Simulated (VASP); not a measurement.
An input for Quantum ESPRESSO's pw.x (written as the equivalent of a VASP run, and not itself run):

```
&CONTROL
  calculation = 'vc-relax'
  pseudo_dir = './pseudo'
  outdir = './out'
  tprnfor = .true.
  tstress = .true.
  nstep = 40
  forc_conv_thr = 0.00078
/
&SYSTEM
  ibrav = 0
  nat = 2
  ntyp = 2
  ecutwfc = 88
  occupations = 'smearing'
  smearing = 'gaussian'
  degauss = 0.003675
  input_dft = 'pbe'
/
&ELECTRONS
  conv_thr = 7.3e-08
  electron_maxstep = 100
/
&IONS
/
&CELL
  press = 300
/
ATOMIC_SPECIES
  Be 9.012 Be.upf
  Se 78.971 Se.upf
CELL_PARAMETERS angstrom
    -0.0000000    2.3864706    2.3864706
     2.3864706   -0.0000000    2.3864706
     2.3864706    2.3864706   -0.0000000
ATOMIC_POSITIONS crystal
  Be   0.0000000  0.0000000  0.0000000
  Se   0.2500000  0.2500000  0.2500000
K_POINTS automatic
  10 10 10 0 0 0
```

Problem. Write the VASP files for the same calculation (PBE).

Solution. This is not unique; one that fits is 
INCAR:
```
GGA=PE
EDIFFG=-0.02   ! ionic stop
IBRION=2   ! conjugate gradients
ISMEAR=0
ALGO=Normal
ISIF=3
PREC=Accurate
NSW=40
LASPH=.True.   ! aspherical one-centre terms
PSTRESS=300
NELM=100   ! most electronic steps
SIGMA=0.05   ! width (eV)
LWAVE=.False.
LMAXMIX=4
EDIFF=1E-6   ! SCF stop (eV)
LCHARG=.False.
ENCUT=500   ! plane-wave cut-off (eV)
SYSTEM=BeSe
LREAL=.False.   ! projection in real space or not
```

### KPOINTS
```
Automatic mesh
0
Gamma
10 10 10
0 0 0
```

### POSCAR
```
BeSe
1.0
  0.0000000000   2.3864706398   2.3864706398
  2.3864706398   0.0000000000   2.3864706398
  2.3864706398   2.3864706398   0.0000000000
Be Se
1 1
Cartesian
  0.0000000000   0.0000000000   0.0000000000
  1.1932353199   1.1932353199   1.1932353199
```

POTCAR, in this order: Be Se (PBE.64 set). Program: vasp_std.

Limits of the translation: the potentials are each code's own (VASP's PAW set, PseudoDojo norm-conserving files in pw.x), so ENCUT and ecutwfc are chosen apart and not converted; conv_thr bounds pw.x's estimated SCF error, while EDIFF bounds the energy change between steps; forc_conv_thr acts on force components and is met together with etot_conv_thr.

The compound is BeSe in the zinc blende structure. It was relaxed first under an external pressure of 30 GPa.
